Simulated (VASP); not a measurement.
# KW: single point with PBE

KW:

```
K W
1.0
     2.84163    0.00000    0.00000
    -1.42081    2.46092    0.00000
     0.00000    0.00000    6.30519
K W
1 1
Cartesian
  0.0000 0.0000 0.0000
  0.0000 1.6406 3.1526
```

The cell was built by a generator and needn't be a form met in nature.

```yaml
Program: VASP 6.6.1
Task: single point
Functional: PBE
Potentials_or_basis: VASP PAW PBE potentials, release 64 (K_sv, W_sv)
Cutoff: 520 eV
k_mesh: 9 × 9 × 4
Occupations: gaussian, width 0.1 eV
Spin: no spin polarisation
```

```yaml
Pressure: 0.4 GPa
Band_gap_on_the_k_mesh: none (metal or under the smearing width)
```

Stress tensor (GPa, compression positive):
```
0.51 0.00 0.00
0.00 0.51 0.00
0.00 0.00 0.27
```

Levels at points of the mesh, in eV from the Fermi level:
```tsv
k point	band 9	band 10	band 11	band 12	band 13	band 14
(0.00, 0.00, 0.00)	-6.68	-2.50	0.03	0.04	0.04	1.66
(0.00, 0.00, 0.50)	-6.40	-1.90	-1.59	0.04	0.04	1.99
```

Wall time 25 s on 1 thread of Intel(R) Xeon(R) 6975P-C (Granite Rapids), on a shared host, peak memory 0.18 GiB.

Spin-orbit coupling is left out, which matters for the levels of W.
